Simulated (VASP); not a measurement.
Here is the system:

```
Ti
1.0
    2.93381     0.00000     0.00000
   -1.46691     2.54076     0.00000
    0.00000     0.00000     4.63514
Ti
2
Cartesian
  0.00000   1.69384   1.15878
  1.46691   0.84692   3.47635
```

All values below come from r2SCAN meta-GGA, VASP's PBE PAW potentials (set 64) (plane waves; VASP). Run with 400 eV cut-off, 13×13×7 Γ-centred mesh, first-order Methfessel-Paxton smearing of 0.10 eV, potentials Ti_sv.

**Question.** What does the run give for the energy per atom (σ→0), band gap (on the k-mesh) with the smallest direct gap where there is one?

**Answer.** 
- band gap (on the k-mesh) = none (metal, semimetal or under 0.01 eV)
- energy per atom (σ→0) = -12942 meV/atom

Total energies compare only between runs with the same potentials, cut-off and functional.

The structure comes from a computed database's Ti entry (P6_3/mmc); how it stands against other phases isn't given here. It was relaxed first. The start is the result of an earlier pass.
